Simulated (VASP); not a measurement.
A convergence study with VASP on GaSb (zinc blende): one setting is varied, all else stays as given below, so the limit is that of these other settings.

```
GaSb
1.0
    0.00000     3.05000     3.05000
    3.05000     0.00000     3.05000
    3.05000     3.05000     0.00000
Ga Sb
1 1
Direct
  0.00000   0.00000   0.00000
  0.25000   0.25000   0.25000
```

Method: PBE GGA, VASP's PBE PAW potentials (set 64) (plane waves; VASP). The tightest run used: 550 eV cut-off, 12×12×12 Monkhorst-Pack mesh, Gaussian smearing of 0.050 eV, potentials Ga_d Sb.

```json
[
 {"setting": "1×1×1 mesh", "E (eV/atom)": "4.9242", "pressure (GPa)": "62.11", "irreducible k-points": "1"},
 {"setting": "2×2×2 mesh", "E (eV/atom)": "-3.5848", "pressure (GPa)": "3.14", "irreducible k-points": "2"},
 {"setting": "3×3×3 mesh", "E (eV/atom)": "-3.3673", "pressure (GPa)": "4.13", "irreducible k-points": "4"}
]
```

**Question.** These are the cheaper rows. Estimate the results at 12×12×12 mesh, and how far the last row shown lies from them.

**Answer.** 
| quantity | tightest run | last row shown is off by |
|---|---|---|
| E (eV/atom) | -3.6726 | 0.3053 |
| pressure (GPa) | 2.91 | 1.22 |

Left out are rungs that failed or repeat a setting and relaxations that didn't move; long series are thinned to 24 rows.

The compound is GaSb in the zinc blende structure. The cell was not relaxed at this level.
